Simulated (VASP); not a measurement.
OSZICAR of a VASP run on Pb (fcc):

File OSZICAR:
```
       N       E                     dE             d eps       ncg     rms          rms(c)
DAV:   1     0.976865835019E+02    0.97687E+02   -0.60654E+03  2308   0.109E+03
DAV:   2     0.104885840290E+01   -0.96638E+02   -0.94133E+02  2332   0.296E+02
DAV:   3    -0.335081086416E+01   -0.43997E+01   -0.43854E+01  2848   0.726E+01
DAV:   4    -0.344400832182E+01   -0.93197E-01   -0.93184E-01  2776   0.114E+01
DAV:   5    -0.344826408408E+01   -0.42558E-02   -0.42557E-02  3168   0.215E+00    0.415E+00
DAV:   6    -0.354481126236E+01   -0.96547E-01   -0.24562E-02  2736   0.233E+00    0.153E+00
DAV:   7    -0.355115851222E+01   -0.63472E-02   -0.79903E-03  2556   0.989E-01    0.221E-01
DAV:   8    -0.355050555032E+01    0.65296E-03   -0.19273E-03  2896   0.647E-01    0.115E-01
DAV:   9    -0.355024736359E+01    0.25819E-03   -0.42117E-04  2692   0.217E-01    0.444E-02
DAV:  10    -0.355024344484E+01    0.39188E-05   -0.13800E-04  2828   0.205E-01    0.263E-02
DAV:  11    -0.355012349426E+01    0.11995E-03   -0.36833E-05  2796   0.115E-01    0.437E-03
DAV:  12    -0.355012090476E+01    0.25895E-05   -0.13903E-06  2100   0.218E-02    0.238E-03
DAV:  13    -0.355012003855E+01    0.86622E-06   -0.36721E-07  1588   0.104E-02
   1 F= -.35501200E+01 E0= -.35496855E+01  d E =-.130367E-02  mag=     0.0001
```

### Question
Which electronic solver shows in the log?

### Answer
It is blocked Davidson (ALGO = Normal, or the opening steps of other solvers). The INCAR had ALGO = Normal.

### Question
How was spin treated?

### Answer
Collinear spin (ISPIN = 2): the summary line carries one mag value, 0.00 μB in the cell.

### Question
Can the final energy be trusted as converged?

### Answer
Self-consistency was reached. It stopped with EDIFF = 1E-6, NELM = 100 (PBE GGA, plane waves, VASP's PBE PAW potentials (set 64)).

The compound is Pb in the fcc structure. The cell was not relaxed at this level.
